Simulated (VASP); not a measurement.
OSZICAR of a VASP run on BN (hex):

OSZICAR:
```
       N       E                     dE             d eps       ncg     rms          rms(c)
DAV:   1     0.656775859508E+02    0.65678E+02   -0.95070E+03  1008   0.145E+03
DAV:   2    -0.385918995918E+02   -0.10427E+03   -0.95398E+02  1484   0.279E+02
DAV:   3    -0.424831696293E+02   -0.38913E+01   -0.38601E+01  1268   0.549E+01
DAV:   4    -0.425135181467E+02   -0.30349E-01   -0.30324E-01  1236   0.539E+00
DAV:   5    -0.425139029185E+02   -0.38477E-03   -0.38473E-03  1260   0.567E-01    0.112E+01
DAV:   6    -0.390125927500E+02    0.35013E+01   -0.86291E+00  1100   0.241E+01    0.493E+00
DAV:   7    -0.386479695378E+02    0.36462E+00   -0.50162E-01  1260   0.595E+00    0.294E+00
DAV:   8    -0.385409952806E+02    0.10697E+00   -0.27714E-01  1204   0.413E+00    0.334E-01
DAV:   9    -0.385385533676E+02    0.24419E-02   -0.95362E-03  1212   0.875E-01    0.173E-01
DAV:  10    -0.385385033341E+02    0.50034E-04   -0.38525E-04  1232   0.197E-01    0.247E-02
DAV:  11    -0.385385069603E+02   -0.36262E-05   -0.48115E-05  1224   0.594E-02    0.177E-02
DAV:  12    -0.385385052620E+02    0.16983E-05   -0.10125E-05  1220   0.272E-02    0.107E-03
DAV:  13    -0.385385052790E+02   -0.16995E-07   -0.25089E-07   720   0.476E-03
   1 F= -.36585462E+02 E0= -.36585462E+02  d E =-.365855E+02
       N       E                     dE             d eps       ncg     rms          rms(c)
DAV:   1    -0.385160061102E+02    0.22499E-01   -0.12445E+00  1076   0.126E+01    0.149E+00
DAV:   2    -0.384704899921E+02    0.45516E-01   -0.12097E-01  1152   0.326E+00    0.424E-01
DAV:   3    -0.384679354385E+02    0.25546E-02   -0.93055E-03  1124   0.836E-01    0.141E-01
DAV:   4    -0.384674092864E+02    0.52615E-03   -0.47316E-04  1200   0.205E-01    0.731E-02
DAV:   5    -0.384673036991E+02    0.10559E-03   -0.14881E-04  1172   0.101E-01    0.325E-02
DAV:   6    -0.384673003715E+02    0.33276E-05   -0.11167E-05  1208   0.314E-02    0.228E-03
DAV:   7    -0.384673003589E+02    0.12556E-07   -0.14090E-07   656   0.389E-03
   2 F= -.36582335E+02 E0= -.36582335E+02  d E =0.312640E-02
       N       E                     dE             d eps       ncg     rms          rms(c)
DAV:   1    -0.385292080677E+02   -0.61908E-01   -0.35834E-01  1084   0.670E+00    0.803E-01
DAV:   2    -0.385158369915E+02    0.13371E-01   -0.36179E-02  1128   0.178E+00    0.221E-01
DAV:   3    -0.385151312751E+02    0.70572E-03   -0.25376E-03  1144   0.436E-01    0.746E-02
DAV:   4    -0.385149701345E+02    0.16114E-03   -0.14132E-04  1188   0.110E-01    0.370E-02
DAV:   5    -0.385149408960E+02    0.29239E-04   -0.40857E-05  1188   0.524E-02    0.169E-02
DAV:   6    -0.385149399804E+02    0.91560E-06   -0.26595E-06  1068   0.157E-02
   3 F= -.36593462E+02 E0= -.36593462E+02  d E =-.800091E-02
       N       E                     dE             d eps       ncg     rms          rms(c)
DAV:   1    -0.385321784028E+02   -0.17238E-01   -0.10382E+00  1008   0.931E+00    0.834E-01
DAV:   2    -0.385084561609E+02    0.23722E-01   -0.37305E-02  1188   0.171E+00    0.361E-01
DAV:   3    -0.385027658357E+02    0.56903E-02   -0.10457E-02  1204   0.812E-01    0.122E-01
DAV:   4    -0.385021727949E+02    0.59304E-03   -0.11958E-03  1256   0.301E-01    0.369E-02
DAV:   5    -0.385021494751E+02    0.23320E-04   -0.12566E-04  1172   0.969E-02    0.208E-02
DAV:   6    -0.385021454625E+02    0.40126E-05   -0.11064E-05  1220   0.318E-02    0.339E-03
DAV:   7    -0.385021454392E+02    0.23307E-07   -0.41222E-07   608   0.583E-03
   4 F= -.36603943E+02 E0= -.36603943E+02  d E =-.104802E-01
       N       E                     dE             d eps       ncg     rms          rms(c)
DAV:   1    -0.385747359742E+02   -0.72591E-01   -0.37445E+00  1008   0.178E+01    0.159E+00
DAV:   2    -0.384911709789E+02    0.83565E-01   -0.13461E-01  1212   0.327E+00    0.689E-01
DAV:   3    -0.384710750204E+02    0.20096E-01   -0.36668E-02  1164   0.153E+00    0.232E-01
DAV:   4    -0.384689834954E+02    0.20915E-02   -0.41268E-03  1256   0.561E-01    0.699E-02
DAV:   5    -0.384689073275E+02    0.76168E-04   -0.40952E-04  1188   0.176E-01    0.390E-02
DAV:   6    -0.384688939439E+02    0.13384E-04   -0.36128E-05  1236   0.576E-02    0.651E-03
DAV:   7    -0.384688938510E+02    0.92881E-07   -0.13770E-06   704   0.107E-02
   5 F= -.36614335E+02 E0= -.36614335E+02  d E =-.208726E-01
       N       E                     dE             d eps       ncg     rms          rms(c)
DAV:   1    -0.384657612024E+02    0.31327E-02   -0.30781E-01  1008   0.508E+00    0.454E-01
DAV:   2    -0.384588734034E+02    0.68878E-02   -0.10737E-02  1204   0.926E-01    0.198E-01
DAV:   3    -0.384571979903E+02    0.16754E-02   -0.31211E-03  1192   0.447E-01    0.657E-02
DAV:   4    -0.384570299326E+02    0.16806E-03   -0.34331E-04  1252   0.163E-01    0.202E-02
DAV:   5    -0.384570227364E+02    0.71962E-05   -0.39098E-05  1184   0.542E-02    0.113E-02
DAV:   6    -0.384570215390E+02    0.11974E-05   -0.33677E-06  1140   0.176E-02    0.185E-03
DAV:   7    -0.384570215326E+02    0.63658E-08   -0.10813E-07   604   0.305E-03
   6 F= -.36614832E+02 E0= -.36614832E+02  d E =-.213696E-01
```

**Question.** Which electronic solver shows in the log?

**Answer.** It is blocked Davidson (ALGO = Normal, or the opening steps of other solvers). The INCAR had ALGO = Normal.

**Question.** Can the final energy be trusted as converged?

**Answer.** The run converged. It stopped with EDIFF = 1E-6, NELM = 100, NSW = 40 and EDIFFG = -0.02 after 6 ionic steps (LDA (Ceperley-Alder, Perdew-Zunger), plane waves, VASP's LDA PAW potentials (set 64)). Energy and stress use the plane-wave basis of the starting cell.

The compound is BN in the hex structure. This run relaxes it under an external pressure of 10 GPa. Symmetry was kept, so distortions that lower it aren't found.
